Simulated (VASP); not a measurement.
Computed with PBEsol GGA, VASP's PBE PAW potentials (set 64) (plane waves; VASP).

The input files of a VASP run:

**KPOINTS**
```
kpoints
0
Gamma
9 9 9
```

POSCAR:
```
AuAl2
1
    0.0000000000     2.9666362524     2.9666362524
    2.9666362524     0.0000000000     2.9666362524
    2.9666362524     2.9666362524     0.0000000000
Al Au
2 1
Direct
  0.2500000000   0.2500000000   0.2500000000
  0.7500000000   0.7500000000   0.7500000000
  1.0000000000   1.0000000000   1.0000000000
```

**INCAR**
```
# general
SYSTEM =AuAl2
PREC   =Accurate
ENCUT  =520
LREAL  =.FALSE.
LASPH  =.TRUE.

# electronic loop
EDIFF  =1E-7   # SCF stop (eV)
NELM   =100   # most electronic steps
ALGO   =Normal   # blocked Davidson
LMAXMIX=6   # l cut-off of mixed one-centre charges

# smearing
ISMEAR =1   # Methfessel-Paxton
SIGMA  =0.1

# functional
GGA    =PS

# ions
ISIF   =2   # forces and stress, cell fixed

# output
LWAVE  =.FALSE.
LCHARG =.FALSE.
```

POTCAR, in this order: Al Au (PBE.64 set). Program: vasp_std.

What VASP printed:

File OUTCAR:
```
 ion  position               nearest neighbor table
   1  0.250  0.250  0.250-   3 2.57   3 2.57   3 2.57   3 2.57   2 2.97   2 2.97   2 2.97   2 2.97
                             2 2.97   2 2.97
   2  0.750  0.750  0.750-   3 2.57   3 2.57   3 2.57   3 2.57   1 2.97   1 2.97   1 2.97   1 2.97
                             1 2.97   1 2.97
   3  0.000  0.000  0.000-   2 2.57   2 2.57   2 2.57   1 2.57   1 2.57   1 2.57   2 2.57   1 2.57
  LATTYP: Found a face centered cubic cell.
 ALAT       =     5.9332725048
 Subroutine PRICEL returns:
 Original cell was already a primitive cell.
 Subroutine GETGRP returns: Found 48 space group operations
The static configuration has the point symmetry O_h .
The dynamic configuration has the point symmetry O_h .
 Subroutine INISYM returns: Found 48 space group operations
 Subroutine IBZKPT returns following result:
 Found     35 irreducible k-points:

 Following reciprocal coordinates:
            Coordinates               Weight
  0.000000  0.000000  0.000000      1.000000
  0.111111  0.000000  0.000000      8.000000
  0.222222  0.000000  0.000000      8.000000
  0.333333  0.000000  0.000000      8.000000
  0.444444  0.000000  0.000000      8.000000
  0.111111  0.111111  0.000000      6.000000
...
```

**OSZICAR**
```
       N       E                     dE             d eps       ncg     rms          rms(c)
DAV:   1     0.609330176937E+02    0.60933E+02   -0.73455E+03   864   0.119E+03
DAV:   2    -0.130078303943E+02   -0.73941E+02   -0.68173E+02   956   0.206E+02
DAV:   3    -0.148736653876E+02   -0.18658E+01   -0.18492E+01  1060   0.321E+01
DAV:   4    -0.148889542968E+02   -0.15289E-01   -0.15287E-01   980   0.340E+00
DAV:   5    -0.148891830826E+02   -0.22879E-03   -0.22878E-03  1076   0.445E-01    0.976E+00
DAV:   6    -0.135720930787E+02    0.13171E+01   -0.69920E+00   956   0.297E+01    0.395E+00
DAV:   7    -0.134865745895E+02    0.85518E-01   -0.30746E-01   908   0.660E+00    0.183E+00
DAV:   8    -0.134499312756E+02    0.36643E-01   -0.26686E-02   992   0.121E+00    0.423E-01
DAV:   9    -0.134481746166E+02    0.17567E-02   -0.37532E-03   980   0.721E-01    0.202E-01
DAV:  10    -0.134482375927E+02   -0.62976E-04   -0.17739E-04   964   0.125E-01    0.387E-02
DAV:  11    -0.134482294858E+02    0.81070E-05   -0.90966E-06  1040   0.273E-02    0.129E-02
DAV:  12    -0.134482294931E+02   -0.73355E-08   -0.82099E-07   924   0.736E-03
   1 F= -.13448229E+02 E0= -.13448147E+02  d E =-.246121E-03
```

OUTCAR:
```
------------------------ aborting loop because EDIFF is reached ----------------------------------------
  FORCE on cell =-STRESS in cart. coord.  units (eV):
  Direction    XX          YY          ZZ          XY          YZ          ZX
  --------------------------------------------------------------------------------------
  Total        1.3650352      1.3650352      1.3650352      0.0000000      0.0000000      0.0000000
  in kB       41.8823971     41.8823971     41.8823971      0.0000000      0.0000000      0.0000000
  external PRESSURE =      41.8823971 kB  Pullay stress =       0.0000000 kB
  volume of cell :       52.22
      direct lattice vectors                 reciprocal lattice vectors
     0.000000000  2.966636252  2.966636252    -0.168541054  0.168541054  0.168541054
     2.966636252  0.000000000  2.966636252     0.168541054 -0.168541054  0.168541054
     2.966636252  2.966636252  0.000000000     0.168541054  0.168541054 -0.168541054
 POSITION                                       TOTAL-FORCE (eV/Angst)
 -----------------------------------------------------------------------------------
      1.48332      1.48332      1.48332         0.000000      0.000000      0.000000
      4.44995      4.44995      4.44995         0.000000     -0.000000     -0.000000
      0.00000      0.00000      0.00000        -0.000000     -0.000000     -0.000000
 -----------------------------------------------------------------------------------
    total drift:                                0.000000     -0.000000      0.000000
  FREE ENERGIE OF THE ION-ELECTRON SYSTEM (eV)
  ---------------------------------------------------
  free  energy   TOTEN  =       -13.4482294931 eV

  energy  without entropy=      -13.4479833717  energy(sigma->0) =      -13.44814745
```
(Selected blocks of OUTCAR.)

The compound is AuAl2 in the fluorite structure. This cell is one point of a volume scan, at 0.97 of the reference volume. The electron count is odd and the run is not spin-polarised, which forces a metal.
